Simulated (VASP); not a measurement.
The system is MgSe3.

```xyz
4
Lattice="5.4938 0.0000 0.0000 -2.7469 4.7578 0.0000 0.0000 0.0000 3.5853" Properties=species:S:1:pos:R:3 pbc="T T T"
Mg    0.0000    0.0000    0.0000
Se    2.7469    0.0000    1.7926
Se   -1.3735    2.3789    1.7926
Se    1.3734    2.3789    1.7926
```

The cell was built by a generator and needn't be a form met in nature.

- Program: VASP 6.6.1
- Task: single point
- Functional: PBE
- Potentials or basis: VASP PAW PBE potentials, release 64 (Mg, Se)
- Cutoff: 520 eV
- k mesh: 6 × 6 × 8
- Occupations: fermi-dirac, width 0.05 eV
- Spin: no spin polarisation

On this cell: pressure 0.4 GPa; largest force under 0.003 eV/Å; band gap on the k mesh none (metal or under the smearing width).

The same run follows on a disturbed copy (atoms moved at random, drawn with an rms of 0.05 Å):

```
CELL_PARAMETERS angstrom
5.49379 0.00000 0.00000
-2.74690 4.75776 0.00000
0.00000 0.00000 3.58529
ATOMIC_POSITIONS crystal
Mg 0.98627 0.99724 0.98077
Se 0.50429 0.00601 0.50159
Se 0.99842 0.49841 0.49742
Se 0.49624 0.49219 0.49673
```

Q: What does the disturbed cell give?

A: The energy (extrapolated to zero smearing) moves by +0.6 meV/atom; pressure 0.5 GPa; largest force 0.294 eV/Å; band gap on the k mesh none (metal or under the smearing width).

Forces on the atoms (eV/Å):
```
Mg  -0.090 -0.010 -0.003
Se   0.133 -0.263  0.002
Se   0.133  0.197  0.000
Se  -0.176  0.075  0.000
```

Stress tensor (GPa, compression positive):
```
 0.78 -0.02  0.02
-0.02  0.66 -0.01
 0.02 -0.01  0.04
```
